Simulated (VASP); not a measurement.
VASP runs on AuAl$_{2}$ (space group Fm-3m) share one base input (PBE GGA, plane waves, VASP's PBE PAW potentials (set 64)) and change the settings named in each case.

File POSCAR:
```
AuAl2
1
    0.0000000000     2.9340000000     2.9340000000
    2.9340000000     0.0000000000     2.9340000000
    2.9340000000     2.9340000000     0.0000000000
Al Au
2 1
Direct
  0.2500000000   0.2500000000   0.2500000000
  0.7500000000   0.7500000000   0.7500000000
  0.0000000000   0.0000000000   0.0000000000
```

INCAR:
```
# general
SYSTEM  = AuAl2
PREC    = Accurate
ENCUT   = 300   # plane-wave cut-off (eV)
LREAL   = F
LASPH   = T   # aspherical one-centre terms

# electronic loop
EDIFF   = 1E-6
NELM    = 100   # most electronic steps
ALGO    = Normal   # blocked Davidson
LMAXMIX = 6   # l cut-off of mixed one-centre charges

# smearing
ISMEAR  = 0   # Gaussian
SIGMA   = 0.05   # width (eV)

# functional
GGA     = PE   # PBE

# ions
ISIF    = 2   # forces and stress, cell fixed

# output
LWAVE   = F
LCHARG  = F
```

**KPOINTS**
```
kpoints
0
G
  13 13 13
0 0 0
```

POTCAR, in this order: Al Au (PBE.64 set). Program: vasp_std.

| change | E(σ→0) (eV/atom) | pressure (GPa) | −TS (eV) |
|---|---|---|---|
| base run | -3.9493 | 12.30 | -0.0009 |
| GGA removed, POTCAR Al Au (LDA.64 set) | -4.7505 | 6.06 | -0.0009 |
| GGA_COMPAT = .FALSE., LNONCOLLINEAR = .TRUE., LSORBIT = .TRUE., MAGMOM = 0.0 0.0 0.0 0.0 0.0 0.0 0.0 0.0 0.0, program vasp_ncl | -4.0786 | (withheld) | (withheld) |
| KPOINTS 2×2×2 Γ-centred mesh | -3.5597 | 6.94 | -0.0146 |

### Question
Fill in the missing entries.

### Answer

- GGA_COMPAT = .FALSE., LNONCOLLINEAR = .TRUE., LSORBIT = .TRUE., MAGMOM = 0.0 0.0 0.0 0.0 0.0 0.0 0.0 0.0 0.0, program vasp_ncl, pressure (GPa): 11.64
- GGA_COMPAT = .FALSE., LNONCOLLINEAR = .TRUE., LSORBIT = .TRUE., MAGMOM = 0.0 0.0 0.0 0.0 0.0 0.0 0.0 0.0 0.0, program vasp_ncl, −TS (eV): -0.0011

Energies of different potentials or functionals have different zeros.  Unless said otherwise, spin-orbit coupling is left out, though it shifts the bands of the heavy elements here. At 300 eV the pressure can carry a Pulay error.

Left out are runs that ran out of time, are held back, or changed the cell or the kind of run, fixed moments of cells without a moment, rows past the twelfth, gaps on odd meshes, pressures of charged cells and columns that move by less than the noise.

The structure is a typed AuAl2 crystal (Fm-3m). The cell was not relaxed at this level, its lattice was scaled by up to 2.5 %.
